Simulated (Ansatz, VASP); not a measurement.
# Ca3AsP: VASP beside Ansatz

The input INCAR:

```
SYSTEM = Ca3AsP
AGGAC    = 1.0          
AGGAX    = 1.0          
ALDAC    = 0.0          
ALDAX    = 1.0          
ALGO     = Normal         ! electronic algorithm
EDIFF    = 1E-6           ! SCF threshold, eV
EDIFFG   = -0.01          ! ionic threshold
ENCUT    = 600            ! plane-wave cutoff, eV
GGA      = B5             ! functional
IBRION   = 2              ! ionic algorithm
ISIF     = 3              ! what is computed and relaxed
ISMEAR   = -1             ! smearing method
LASPH    = .TRUE.         ! aspherical terms in the spheres
LCHARG   = .FALSE.        ! write CHGCAR
LREAL    = .FALSE.        ! projectors in reciprocal space
LWAVE    = .FALSE.        ! write WAVECAR
NELM     = 80             ! most SCF steps
NSW      = 60             ! ionic steps
PREC     = Accurate       ! precision mode
SIGMA    = 0.05           ! smearing width, eV
```

Contents of KPOINTS:

```
k-points
0
G
  5 5 5
  0 0 0
```

POSCAR

```
Ca3AsP
1.0
    5.3338990000      0.0000000000      0.0000000000
    0.0000000000      5.3338990000      0.0000000000
    0.0000000000      0.0000000000      5.3338990000
As Ca P
1 3 1
Direct
    0.0000000000      0.0000000000      0.0000000000
    0.5000000000      0.5000000000      0.0000000000
    0.5000000000      0.0000000000      0.5000000000
    0.0000000000      0.5000000000      0.5000000000
    0.5000000000      0.5000000000      0.5000000000
```

Contents of input.yaml:

```yaml
crystal:
  lattice:
    - [5.333899, 0.0, 0.0]
    - [0.0, 5.333899, 0.0]
    - [0.0, 0.0, 5.333899]
  atoms:
    - { symbol: As, position: [0.0, 0.0, 0.0] }
    - { symbol: Ca, position: [0.5, 0.5, 0.0] }
    - { symbol: Ca, position: [0.5, 0.0, 0.5] }
    - { symbol: Ca, position: [0.0, 0.5, 0.5] }
    - { symbol: P, position: [0.5, 0.5, 0.5] }
hamiltonian:
  xc: blyp
  pseudopotentials: { kind: paw }
kpoints:
  mp_grid: { grid: [5, 5, 5] }
scf:
  occupations: { method: fermi_dirac, width: 0.05 }
output:
  forces: true
  stress: true
  eigenvalues: true
relax:
  f_tol: 0.01
  max_steps: 40
  cell: { stress_tol: 0.05 }
```

The cell comes from a database or a generator and needn't be the stable form of this composition.

Alike in both runs: task relaxation of cell and atoms; functional BLYP; k mesh 5 × 5 × 5; occupations fermi-dirac, width 0.05 eV; no spin polarisation.

|  | VASP | Ansatz |
| --- | --- | --- |
| version | VASP 6.6.1 | Ansatz 0.2.0 |
| potentials or method | VASP PAW PBE potentials, release 64 (As, Ca_sv, P) | Ansatz PAW |
| plane-wave cutoff (eV) | 600 | 420 |
| valence electrons in the cell | 40 | 50 |

Ansatz gave:

| Property | Result |
| --- | --- |
| gap on the k mesh at the Fermi level, each at its own relaxed structure (eV) | 0.23 |
| relaxed volume (Å³/atom) | 31.26 |
| relaxed cell length with the largest relative difference (Å) | 5.386 |
| energy change over the relaxation (meV/atom) | -3 |

Problem. Which values does VASP return?

Solution. gap on the k mesh at the Fermi level, each at its own relaxed structure (eV): 0.23; relaxed volume (Å³/atom): 31.37; relaxed cell length with the largest relative difference (Å): 5.393; energy change over the relaxation (meV/atom): -4.

The two sets of potentials don't hold the same shells in valence.

Caveats: the PAW data sets were made with another functional, which shifts forces and pressure a little (VASP); odd divisions of the mesh miss points on the zone boundary, where band edges often lie, so the gap on the mesh can be too wide (Ansatz); the plane-wave basis is chosen anew once the cell has moved, so the energies of steps on either side of that aren't comparable (Ansatz); the PAW data sets come from PBE, with cores solved anew for the run's functional, which leaves a small shift of forces and pressure (Ansatz).
